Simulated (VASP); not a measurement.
# Zn4OS3 (ordered alloy cell): computed properties

These are PBEsol GGA, VASP's PBE PAW potentials (set 64) (plane waves; VASP 6.6.1) values and carry that method's errors.

```json
{
  "space_group": "P3m1 (156)",
  "cell": "a = 3.6665 Å, b = 3.6665 Å, c = 11.9058 Å, α = 90.00°, β = 90.00°, γ = 120.00°",
  "volume_per_atom": "17.33 Å^3/atom",
  "band gap (over mesh and band path)": "0.74 eV",
  "smallest direct gap (over mesh and band path)": "0.74 eV",
  "band_edge_character": "direct, Γ to Γ",
  "density": "4.48 g/cm³"
}
```

Space group P3m1 (No. 156); a = 3.667 Å, b = 3.667 Å, c = 11.906 Å, α = 90.00°, β = 90.00°, γ = 120.00°

```csv
atom,site,symmetry,x,y,z
Zn,1c,3m.,0.6667,0.3333,0.2598
Zn,1b,3m.,0.3333,0.6667,0.9940
Zn,1c,3m.,0.6667,0.3333,0.7289
Zn,1b,3m.,0.3333,0.6667,0.5257
S,1c,3m.,0.6667,0.3333,0.4540
S,1b,3m.,0.3333,0.6667,0.1884
S,1c,3m.,0.6667,0.3333,0.9231
O,1b,3m.,0.3333,0.6667,0.6901
```

The structure was generated: Zn4OS3 was put into an ordered model structure (P3m1), which need not be its known phase. It was relaxed first. Symmetry was kept, so distortions that lower it aren't found.
